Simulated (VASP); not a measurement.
```xyz
2
Lattice="0.0000 2.3022 2.3022 2.3022 0.0000 2.3022 2.3022 2.3022 0.0000" Properties=species:S:1:pos:R:3 pbc="T T T"
Hf     0.0000     0.0000     0.0000
N      2.3022     2.3022     2.3022
```

Level of theory: rev-vdW-DF2, VASP's PBE PAW potentials (set 64) (plane waves; VASP). Numerical set-up: 520 eV cut-off, 14×14×14 Γ-centred mesh, first-order Methfessel-Paxton smearing of 0.10 eV, potentials Hf_pv N.

Task: Give the stress tensor in GPa (positive for a compressed cell).

Result: 
```
-14.41    0.00    0.00
  0.00  -14.41    0.00
  0.00    0.00  -14.41
```
The pressure is its mean diagonal, -14.41 GPa.

The compound is HfN in the rock salt structure. This cell is one point of a volume scan, at 1.06 of the reference volume. The electron count is odd and the run is not spin-polarised, which forces a metal.
